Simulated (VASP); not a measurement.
These are r2SCAN meta-GGA, VASP's PBE PAW potentials (set 64) (plane waves; VASP) values and carry that method's errors.

The input files of a VASP run:

File KPOINTS:
```
Automatic mesh
0
Gamma
 6 6 3
0 0 0
```

POSCAR:
```
SnSe2
1.0
  1.9203766617  -3.3261901644   0.0000000000
  1.9203766617   3.3261901644   0.0000000000
  0.0000000000   0.0000000000   6.4961349383
Sn Se
1 2
Cartesian
  0.0000000000   0.0000000000   0.0000000000
  1.9203766617   1.1087322723   1.5731316004
  1.9203766617  -1.1087322723   4.9230033379
```

### INCAR
```
SYSTEM = SnSe2
PREC = Accurate; ENCUT = 400; LREAL = .FALSE.
LASPH = .TRUE.
EDIFF = 1E-6; NELM = 100; ALGO = Normal
LMAXMIX = 4; LMIXTAU = .TRUE.
ISMEAR = 0; SIGMA = 0.05
METAGGA = R2SCAN
IBRION = 2; NSW = 60; ISIF = 3
EDIFFG = -0.02
LWAVE = .FALSE.; LCHARG = .FALSE.
```

POTCAR, in this order: Sn_d Se (PBE.64 set). Program: vasp_std.

What VASP printed:

OUTCAR:
```
 ion  position               nearest neighbor table
   1  0.000  0.000  0.000-   2 2.72   3 2.72   3 2.72   2 2.72   3 2.72   2 2.72
   2  0.333  0.667  0.242-   1 2.72   1 2.72   1 2.72
   3  0.667  0.333  0.758-   1 2.72   1 2.72   1 2.72
  LATTYP: Found a hexagonal cell.
 ALAT       =     3.8407535110
 C/A-ratio  =     1.6913699147
 Subroutine PRICEL returns:
 Original cell was already a primitive cell.
 Subroutine GETGRP returns: Found 12 space group operations
The static configuration has the point symmetry D_3d.
The dynamic configuration has the point symmetry D_3d.
 Subroutine INISYM returns: Found 12 space group operations
 Subroutine IBZKPT returns following result:
 Found     17 irreducible k-points:

 Following reciprocal coordinates:
            Coordinates               Weight
  0.000000  0.000000  0.000000      1.000000
  0.166667 -0.000000  0.000000      6.000000
  0.333333 -0.000000  0.000000      6.000000
  0.500000 -0.000000  0.000000      3.000000
  0.166667  0.166667  0.000000      6.000000
  0.333333  0.166667  0.000000     12.000000
  0.333333  0.333333  0.000000      2.000000
...
```

### OSZICAR
```
       N       E                     dE             d eps       ncg     rms          rms(c)
DAV:   1     0.129799920857E+03    0.12980E+03   -0.11086E+04   578   0.145E+03
DAV:   2    -0.409461781008E+02   -0.17075E+03   -0.16837E+03   652   0.340E+02
DAV:   3    -0.585652004721E+02   -0.17619E+02   -0.17093E+02   756   0.110E+02
DAV:   4    -0.590623138818E+02   -0.49711E+00   -0.49671E+00   686   0.198E+01
DAV:   5    -0.590757960659E+02   -0.13482E-01   -0.13482E-01   908   0.323E+00    0.571E+00
DAV:   6    -0.565996379051E+02    0.24762E+01   -0.16863E+00   735   0.206E+01    0.389E+00
DAV:   7    -0.537138993985E+02    0.28857E+01   -0.85059E-01   633   0.609E+00    0.133E+00
DAV:   8    -0.545416955290E+02   -0.82780E+00   -0.64578E-01   607   0.627E+00    0.649E-01
DAV:   9    -0.545575159250E+02   -0.15820E-01   -0.15331E-01   597   0.302E+00    0.377E-01
DAV:  10    -0.545925041890E+02   -0.34988E-01   -0.19348E-02   638   0.119E+00    0.252E-01
DAV:  11    -0.546206503139E+02   -0.28146E-01   -0.46003E-02   594   0.183E+00    0.122E-01
DAV:  12    -0.546225214354E+02   -0.18711E-02   -0.46769E-03   616   0.546E-01    0.117E-01
DAV:  13    -0.546234057433E+02   -0.88431E-03   -0.38173E-04   746   0.198E-01    0.824E-02
DAV:  14    -0.546247862581E+02   -0.13805E-02   -0.20414E-03   581   0.437E-01    0.250E-02
DAV:  15    -0.546251037206E+02   -0.31746E-03   -0.36569E-04   588   0.183E-01    0.254E-02
DAV:  16    -0.546250454537E+02    0.58267E-04   -0.13349E-04   651   0.103E-01    0.259E-02
DAV:  17    -0.546250948613E+02   -0.49408E-04   -0.18773E-05   606   0.404E-02    0.126E-02
DAV:  18    -0.546251046582E+02   -0.97969E-05   -0.58204E-05   597   0.747E-02    0.130E-02
DAV:  19    -0.546251102351E+02   -0.55769E-05   -0.53713E-06   610   0.254E-02    0.801E-03
DAV:  20    -0.546251101789E+02    0.56174E-07   -0.37520E-06   497   0.173E-02
   1 F= -.54625110E+02 E0= -.54625110E+02  d E =-.546251E+02
```

OUTCAR:
```
------------------------ aborting loop because EDIFF is reached ----------------------------------------
  FORCE on cell =-STRESS in cart. coord.  units (eV):
  Direction    XX          YY          ZZ          XY          YZ          ZX
  --------------------------------------------------------------------------------------
  Total        0.0577143      0.0577143      0.0499633      0.0000000     -0.0000000      0.0000000
  in kB        1.1142318      1.1142319      0.9645906      0.0000000     -0.0000000      0.0000000
  external PRESSURE =       1.0643514 kB  Pullay stress =       0.0000000 kB
  volume of cell :       82.99
      direct lattice vectors                 reciprocal lattice vectors
     1.920376662 -3.326190164  0.000000000     0.260365589 -0.150322133  0.000000000
     1.920376662  3.326190164  0.000000000     0.260365589  0.150322133  0.000000000
     0.000000000  0.000000000  6.496134938     0.000000000  0.000000000  0.153937689
 POSITION                                       TOTAL-FORCE (eV/Angst)
 -----------------------------------------------------------------------------------
      0.00000      0.00000      0.00000        -0.000000      0.000000      0.000000
      1.92038      1.10873      1.57313         0.000000      0.000000      0.000908
      1.92038     -1.10873      4.92300         0.000000     -0.000000     -0.000908
 -----------------------------------------------------------------------------------
    total drift:                               -0.000000      0.000000      0.000000
  FREE ENERGIE OF THE ION-ELECTRON SYSTEM (eV)
  ---------------------------------------------------
  free  energy   TOTEN  =       -54.6251101789 eV

  energy  without entropy=      -54.6251101789  energy(sigma->0) =      -54.62511018

 reached required accuracy - stopping structural energy minimisation
```
(Selected blocks of OUTCAR.)

The compound is SnSe2 in the 1T layered structure. It was relaxed first, which changed the volume by +8 %. The start is the result of an earlier pass.
